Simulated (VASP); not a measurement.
Data:

```yaml
crystal:
  lattice:
    - [0.00000, 4.14175, 4.14175]
    - [4.14175, 0.00000, 4.14175]
    - [4.14175, 4.14175, 0.00000]
  atoms:
    - { symbol: Mg, position: [0.12500, 0.12500, 0.12500] }
    - { symbol: Mg, position: [0.62500, 0.12500, 0.12500] }
    - { symbol: Mg, position: [0.12500, 0.62500, 0.12500] }
    - { symbol: Mg, position: [0.12500, 0.12500, 0.62500] }
    - { symbol: Au, position: [0.75000, 0.75000, 0.75000] }
    - { symbol: Au, position: [0.50000, 0.50000, 0.50000] }
```

Computed with PBE GGA, VASP's PBE PAW potentials (set 64) (plane waves; VASP). Settings: 300 eV cut-off, 5×5×5 Γ-centred mesh, Gaussian smearing of 0.20 eV, potentials Mg Au.

At this cut-off the stress carries a Pulay error, which pulls relaxed volumes low.

**Question.** Give the stress tensor in GPa (positive for a compressed cell).

**Answer.** 
```
-6.20   0.00   0.00
 0.00  -6.20   0.00
 0.00   0.00  -6.20
```
The pressure is its mean diagonal, -6.20 GPa.

The structure was generated: Mg2Au was put into an ordered model structure, which need not be its known phase. The cell was not relaxed at this level.
